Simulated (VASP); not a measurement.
# Sn3P2 (P-3m1) in VASP: single point with PBE

Aim: the single point of Sn3P2 with PBE.

Program: VASP 6.6.1. These are calculated values, not measurements. Logs are shortened: lines on timing, memory, paths and dates and some standing lists are left out, and cuts for length are marked.

### Step 1. The crystal as given

Symmetry: P-3m1, No. 164, trigonal system. Conventional cell: a = 3.987 Å, b = 3.987 Å, c = 9.016 Å, α = 90.00°, β = 90.00°, γ = 120.00°. Sn (site symmetry 3m) is surrounded by 3 P at 2.72 Å. Sn (site symmetry -3m) is surrounded by 6 P at 2.88 Å. P (site symmetry 3m) has 6 Sn at 2.72 to 2.88 Å as nearest neighbours.

The cell was built by a generator and needn't be a form met in nature.

### Step 2. Single point, PBE

File INCAR:

```
PREC = Normal
ENCUT = 520
EDIFF = 1E-5
ISMEAR = 0
SIGMA = 0.15
LREAL = Auto
LASPH = True
NELM = 80
ALGO = Fast
ISIF = 2
LWAVE = False
LCHARG = False
GGA = PE
```

File KPOINTS:

```
Automatic mesh
0
Gamma
  7 7 3
```

File POSCAR:

```
Sn3P2
1.0
    3.9871380000      0.0000000000      0.0000000000
   -3.9871380000      6.9059260000      0.0000000000
    0.0000000000      0.0000000000      9.0164700000
Sn P
6 4
Direct
    0.6666670000      0.1666665000      0.3541390000
    0.6666670000      0.6666665000      0.3541390000
    0.3333330000      0.3333335000      0.6458610000
    0.3333330000      0.8333335000      0.6458610000
    0.0000000000      0.0000000000      0.0000000000
    0.0000000000      0.5000000000      0.0000000000
    0.3333330000      0.3333335000      0.1924620000
    0.3333330000      0.8333335000      0.1924620000
    0.6666670000      0.1666665000      0.8075380000
    0.6666670000      0.6666665000      0.8075380000
```

Potentials or basis: VASP PAW PBE potentials, release 64 (Sn_d, P).

Run with:

```sh
$ cat potpaw_PBE.64/Sn_d/POTCAR potpaw_PBE.64/P/POTCAR > POTCAR
$ mpirun -np 1 vasp_std > vasp.out
```

OUTCAR:

```text
PREC = Normal
   ENCUT = 520
   EDIFF = 1E-5
   ISMEAR = 0
   LREAL = Auto
   LASPH = True
   NELM = 80
   ISIF = 2
   GGA = PE

 ion  position               nearest neighbor table
   1  0.667  0.167  0.354-   7 2.72   8 2.72   7 2.72   3 3.50   4 3.50   3 3.50
   2  0.667  0.667  0.354-   8 2.72   7 2.72   8 2.72   4 3.50   3 3.50   4 3.50
   3  0.333  0.333  0.646-   9 2.72  10 2.72   9 2.72   1 3.50   2 3.50   1 3.50
   4  0.333  0.833  0.646-  10 2.72   9 2.72  10 2.72   2 3.50   1 3.50   2 3.50
   5  0.000  0.000  0.000-   8 2.88   9 2.88   9 2.88   8 2.88  10 2.88   7 2.88
   6  0.000  0.500  0.000-   7 2.88  10 2.88  10 2.88   7 2.88   8 2.88   9 2.88
   7  0.333  0.333  0.192-   1 2.72   2 2.72   1 2.72   6 2.88   6 2.88   5 2.88
   8  0.333  0.833  0.192-   2 2.72   1 2.72   2 2.72   5 2.88   5 2.88   6 2.88
   9  0.667  0.167  0.808-   3 2.72   4 2.72   3 2.72   5 2.88   5 2.88   6 2.88
  10  0.667  0.667  0.808-   4 2.72   3 2.72   4 2.72   6 2.88   6 2.88   5 2.88

  LATTYP: Found a simple orthorhombic cell.
 ALAT       =     3.9871380000
 B/A-ratio  =     1.7320509097
 C/A-ratio  =     2.2613889963

  Lattice vectors:

 A1 = (   3.9871380000,   0.0000000000,   0.0000000000)
 A2 = (   0.0000000000,   6.9059260000,   0.0000000000)
 A3 = (   0.0000000000,   0.0000000000,   9.0164700000)

Analysis of symmetry for initial positions (statically):
=====================================================================
 Subroutine PRICEL returns following result:

  LATTYP: Found a hexagonal cell.
 ALAT       =     3.9871380000
 C/A-ratio  =     2.2613889963

  Lattice vectors:

 A1 = (   3.9871380000,   0.0000000000,   0.0000000000)
 A2 = (  -1.9935690000,   3.4529630000,   0.0000000000)
 A3 = (   0.0000000000,   0.0000000000,   9.0164700000)

   2 primitive cells build up your supercell.

 Routine SETGRP: Setting up the symmetry group for a
 simple orthorhombic supercell.

 Subroutine GETGRP returns: Found  4 space group operations
 (whereof  4 operations were pure point group operations)
 out of a pool of  8 trial point group operations.

The static configuration has the point symmetry C_2h.

Analysis of symmetry for dynamics (positions and initial velocities):
=====================================================================
 Subroutine PRICEL returns following result:

  LATTYP: Found a hexagonal cell.
 ALAT       =     3.9871380000
 C/A-ratio  =     2.2613889963

  Lattice vectors:

 A1 = (   3.9871380000,   0.0000000000,   0.0000000000)
 A2 = (  -1.9935690000,   3.4529630000,   0.0000000000)
 A3 = (   0.0000000000,   0.0000000000,   9.0164700000)

   2 primitive cells build up your supercell.

 Routine SETGRP: Setting up the symmetry group for a
 simple orthorhombic supercell.

 Subroutine GETGRP returns: Found  4 space group operations
 (whereof  4 operations were pure point group operations)
 out of a pool of  8 trial point group operations.

The dynamic configuration has the point symmetry C_2h.

 Subroutine INISYM returns: Found  4 space group operations
 (whereof  4 operations are pure point group operations),
 and found     2 'primitive' translations

----------------------------------------------------------------------------------------

                                     Primitive cell

  volume of cell :     124.1337

  direct lattice vectors                    reciprocal lattice vectors
     3.987138000  0.000000000  0.000000000     0.250806468  0.144803173  0.000000000
    -1.993569000  3.452963000  0.000000000     0.000000000  0.289606347  0.000000000
     0.000000000  0.000000000  9.016470000     0.000000000  0.000000000  0.110908149

  length of vectors
     3.987138000  3.987138176  9.016470000     0.289606360  0.289606347  0.110908149

  position of ions in fractional coordinates (direct lattice)
     0.666667000  0.333333000  0.354139000
     0.333333000  0.666667000  0.645861000
     0.000000000  0.000000000  0.000000000
     0.333333000  0.666667000  0.192462000
     0.666667000  0.333333000  0.807538000

  ion indices of the primitive-cell ions
   primitive index   ion index
                 1           1
                 2           3
                 3           5
                 4           7
                 5           9

----------------------------------------------------------------------------------------

 KPOINTS: Automatic mesh

Automatic generation of k-mesh.
 Grid dimensions read from file:
 generate k-points for:    7    7    3

 Generating k-lattice:

  Cartesian coordinates                     Fractional coordinates (reciprocal lattice)
     0.035829495  0.020686168  0.000000000     0.142857143  0.000000000  0.000000000
     0.000000000  0.020686168  0.000000000     0.000000000  0.142857143  0.000000000
     0.000000000  0.000000000  0.036969383     0.000000000  0.000000000  0.333333333

  Length of vectors
     0.041372337  0.020686168  0.036969383

  Shift w.r.t. Gamma in fractional coordinates (k-lattice)
     0.000000000  0.000000000  0.000000000

 Subroutine IBZKPT returns following result:
 ===========================================

 Found     44 irreducible k-points:

 Following reciprocal coordinates:
            Coordinates               Weight
  0.000000  0.000000  0.000000      1.000000
  0.142857  0.000000  0.000000      4.000000
  0.285714  0.000000  0.000000      4.000000
  0.428571  0.000000  0.000000      4.000000
  0.000000  0.142857  0.000000      2.000000
  0.142857  0.142857  0.000000      4.000000
[... 16 lines left out ...]
 -0.428571 -0.142857 -0.333333      4.000000
  0.000000  0.142857  0.333333      2.000000
 [... further k-points ...]
   k-points           NKPTS =     44   k-points in BZ     NKDIM =     44   number of bands    NBANDS=     62
   number of dos      NEDOS =    301   number of ions     NIONS =     10
   total plane-waves  NPLWV =  57600
   dimension x,y,z NGX =    24 NGY =   48 NGZ =   50
   dimension x,y,z NGXF=    48 NGYF=   96 NGZF=  100
   ions per type =               6   4
   NGX,Y,Z   is equivalent  to a cutoff of  10.01, 10.01,  9.22 a.u.
   NGXF,Y,Z  is equivalent  to a cutoff of  20.01, 20.01, 18.44 a.u.
 SYSTEM =  unknown system
   PREC   = normal    normal or accurate (medium, high low for compatibility)
   ISTART =      0    job   : 0-new  1-cont  2-samecut
   ICHARG =      2    charge: 1-file 2-atom 10-const
   ISPIN  =      1    spin polarized calculation?
   LNONCOLLINEAR =      F non collinear calculations
   LSORBIT =      F    spin-orbit coupling
   LASPH  =      T    aspherical Exc in radial PAW
   ENCUT  =  520.0 eV  38.22 Ry    6.18 a.u.   7.41 14.83 16.76*2*pi/ulx,y,z
   NELM   =     80;   NELMIN=  2; NELMDL= -5     # of ELM steps
   EDIFF  = 0.1E-04   stopping-criterion for ELM
   LREAL  =      T    real-space projection
   EDIFFG = 0.1E-03   stopping-criterion for IOM
   NSW    =      0    number of steps for IOM
   IBRION =     -1    ionic relax: 0-MD 1-quasi-New 2-CG
   NFREE  =      0    steps in history (QN), initial steepest desc. (CG)
   ISIF   =      2    stress and relaxation
   ISYM   =      2    0-nonsym 1-usesym 2-fastsym
   POTIM  = 0.5000    time-step for ionic-motion
   TEBEG  =    0.0;   TEEND  =   0.0 temperature during run
   PSTRESS=    0.0 pullay stress
   NELECT =     104.0000    total number of electrons
   NUPDOWN=      -1.0000    fix difference up-down
   EMIN   =  10.00;   EMAX   =-10.00  energy-range for DOS
   EFERMI =   0.00;   METHOD = LEGACY
   ISMEAR =     0;   SIGMA  =   0.15  broadening in eV -4-tet -1-fermi 0-gaus
   EFERMI_NEDOS =   21; number of points for ismear=-14 and -15
   IALGO  =     68    algorithm
   IMIX   =      4    mixing-type and parameters
     AMIX     =   0.40;   BMIX     =  1.00
     AMIX_MAG =   1.60;   BMIX_MAG =  1.00
  volume/ion in A,a.u.               =      24.83       167.54
  Fermi-wavevector in a.u.,A,eV,Ry     =   1.224934  2.314790 20.415044  1.500463
  Thomas-Fermi vector in A             =   2.359990
   LORBIT       =      0    0 simple, 1 ext, 2 COOP (PROOUT), +10 PAW based schemes
   GGA     = PE    functional components
   LHFCALC =     F    Hartree Fock is set to
   AEXX    =    0.0000 exact exchange contribution
   IVDW    =     0    specifies the selected vdW correction
   LEPSILON=     F    determine dielectric tensor
   LRPA    =     F    only Hartree local field effects (RPA)
 non-spin polarized calculation
 RMM-DIIS sequential band-by-band and
 Gauss-broadening in eV      SIGMA  =   0.15
  energy-cutoff  :      520.00
  volume of cell :      248.27
 maximum number of plane-waves:      6714
   NGX = 15   NGY = 29   NGZ = 33

 number of electron     104.0000080 magnetization

 Free energy of the ion-electron system (eV)
  ---------------------------------------------------
  ext. energy  EPLUGINS =         0.00000000
  ---------------------------------------------------
  free energy    TOTEN  =       -44.68124840 eV

  energy without entropy =      -44.64475728  energy(sigma->0) =      -44.66300284

 E-fermi :   7.2107     XC(G=0):  -9.9706

 val. band max:        7.1962535790   @ k =  -0.2857   0.1429   0.3333
 cond. band min:       7.2479941128   @ k =   0.0000   0.0000   0.0000
 fundamental gap:      0.0517405338
 Fermi energy:         7.2107044991

 k-point     1 :       0.0000    0.0000    0.0000
  band No.  band energies     occupation
      1     -14.5171      2.00000
      2     -14.4972      2.00000
      3     -14.4963      2.00000
      4     -14.4916      2.00000
      5     -14.4854      2.00000
      6     -14.4826      2.00000
[... 54 lines left out ...]
     61       9.8124      0.00000
     62       9.8262      0.00000

 k-point     2 :       0.1429    0.0000    0.0000
  band No.  band energies     occupation
      1     -14.5122      2.00000
      2     -14.4992      2.00000
      3     -14.4924      2.00000
      4     -14.4893      2.00000
      5     -14.4872      2.00000
      6     -14.4809      2.00000
[... 54 lines left out ...]
     61      10.3021      0.00000
     62      10.4514      0.00000

 k-point     3 :       0.2857    0.0000    0.0000
  band No.  band energies     occupation
      1     -14.5078      2.00000
      2     -14.5071      2.00000
      3     -14.4929      2.00000
      4     -14.4868      2.00000
      5     -14.4865      2.00000
      6     -14.4837      2.00000
[... 1354 lines left out ...]
     61       9.9085      0.00000
     62      10.1307      0.00000

 k-point    24 :       0.0000    0.1429    0.3333
  band No.  band energies     occupation
      1     -14.5153      2.00000
      2     -14.4980      2.00000
      3     -14.4951      2.00000
      4     -14.4904      2.00000
      5     -14.4865      2.00000
      6     -14.4819      2.00000
[... 54 lines left out ...]
     61      10.3383      0.00000
     62      10.6916      0.00000

 [... further k-points ...]

------------------------ aborting loop because EDIFF is reached ----------------------------------------

  FORCE on cell =-STRESS in cart. coord.  units (eV):
  Direction    XX          YY          ZZ          XY          YZ          ZX
  --------------------------------------------------------------------------------------
  -------------------------------------------------------------------------------------
  Total       -0.4693091     -1.6972370     -0.2108210      0.0000000      0.0773112      0.0000000
  in kB       -3.0286552    -10.9530067     -1.3605191      0.0000000      0.4989229      0.0000000
  external PRESSURE =      -5.1140603 kB  Pullay stress =       0.0000000 kB

 VOLUME and BASIS-vectors are now :
 -----------------------------------------------------------------------------
  energy-cutoff  :      520.00
  volume of cell :      248.27
      direct lattice vectors                 reciprocal lattice vectors
     3.987138000  0.000000000  0.000000000     0.250806468  0.144803173  0.000000000
    -3.987138000  6.905926000  0.000000000     0.000000000  0.144803173  0.000000000
     0.000000000  0.000000000  9.016470000     0.000000000  0.000000000  0.110908149

 POSITION                                       TOTAL-FORCE (eV/Angst)
 -----------------------------------------------------------------------------------
      1.99357      1.15099      3.19308        -0.000000      0.024514      0.040260
      0.00000      4.60395      3.19308        -0.000000      0.024514      0.040260
     -0.00000      2.30198      5.82339        -0.000000     -0.024514     -0.040260
     -1.99357      5.75494      5.82339        -0.000000     -0.024514     -0.040260
      0.00000      0.00000      0.00000         0.000000      0.000000     -0.000000
     -1.99357      3.45296      0.00000        -0.000000     -0.000000     -0.000000
     -0.00000      2.30198      1.73533         0.000000     -0.011519     -0.050852
     -1.99357      5.75494      1.73533         0.000000     -0.011519     -0.050852
      1.99357      1.15099      7.28114        -0.000000      0.011519      0.050852
      0.00000      4.60395      7.28114        -0.000000      0.011519      0.050852
 -----------------------------------------------------------------------------------
    total drift:                               -0.000000      0.000000      0.000000

  FREE ENERGIE OF THE ION-ELECTRON SYSTEM (eV)
  ---------------------------------------------------
  free  energy   TOTEN  =       -44.6812483991 eV

  energy  without entropy=      -44.6447572841  energy(sigma->0) =      -44.66300284
```

Wall time 6.7 min (1 thread of Intel Xeon Platinum 8488C (Sapphire Rapids), shared host); peak memory 0.51 GiB.

What came out:

```yaml
Free_energy: -44.6812 eV
Pressure: -0.5 GPa
Largest_force: 0.052 eV/Å
Band_gap_on_the_k_mesh: none (metal or under the smearing width)
```

Forces in eV/Å, atoms in the order of the input:
```
Sn   0.000  0.025  0.040
Sn   0.000  0.025  0.040
Sn   0.000 -0.025 -0.040
Sn   0.000 -0.025 -0.040
Sn   0.000  0.000  0.000
Sn   0.000  0.000  0.000
P    0.000 -0.012 -0.051
P    0.000 -0.012 -0.051
P    0.000  0.012  0.051
P    0.000  0.012  0.051
```
